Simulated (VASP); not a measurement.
Data:

```
CELL_PARAMETERS angstrom
      0.00000     2.80500     2.80500
      2.80500     0.00000     2.80500
      2.80500     2.80500     0.00000
ATOMIC_POSITIONS crystal
  Li 0.00000 0.00000 0.00000
  Br 0.50000 0.50000 0.50000
```

All values below come from PBE GGA, VASP's PBE PAW potentials (set 64) (plane waves; VASP 6.6.1). Settings: 520 eV cut-off, 7×7×7 Γ-centred mesh, Gaussian smearing of 0.050 eV, potentials Li_sv Br.

**Question.** Predict the energy per atom (σ→0), pressure, band gap (on the k-mesh) with the smallest direct gap where there is one.

**Answer.** 
```json
{
 "band gap (on the k-mesh)": "4.71 eV",
 "smallest direct gap (on the k-mesh)": "4.71 eV",
 "energy per atom (σ→0)": "-3.318 eV/atom",
 "pressure": "-1.25 GPa"
}
```

Only differences to runs with the same potentials and settings are physical.

The compound is LiBr in the rock salt structure. The cell was not relaxed at this level.
